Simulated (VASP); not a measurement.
Given:

```
CELL_PARAMETERS angstrom
      4.15648     0.00000     0.00000
      0.00000     4.15648     0.00000
      0.00000     0.00000     4.15648
ATOMIC_POSITIONS crystal
  Ba 0.00000 0.00000 0.00000
  Zr 0.50000 0.50000 0.50000
  O  0.50000 0.00000 0.50000
  O  0.00000 0.50000 0.50000
  O  0.50000 0.50000 0.00000
```

Calculation: vdW-DF-cx, VASP's PBE PAW potentials (set 64) (plane waves; VASP). Run with 520 eV cut-off, 5×5×5 Γ-centred mesh, Gaussian smearing of 0.050 eV, potentials Ba_sv Zr_sv O.

Problem. Give the stress tensor in GPa (positive for a compressed cell).

Solution. 
```
5.27  0.00  0.00
0.00  5.27  0.00
0.00  0.00  5.27
```
The pressure is its mean diagonal, 5.27 GPa.

The compound is BaZrO3 in the cubic perovskite structure. This cell is one point of a volume scan, at 0.97 of the reference volume.
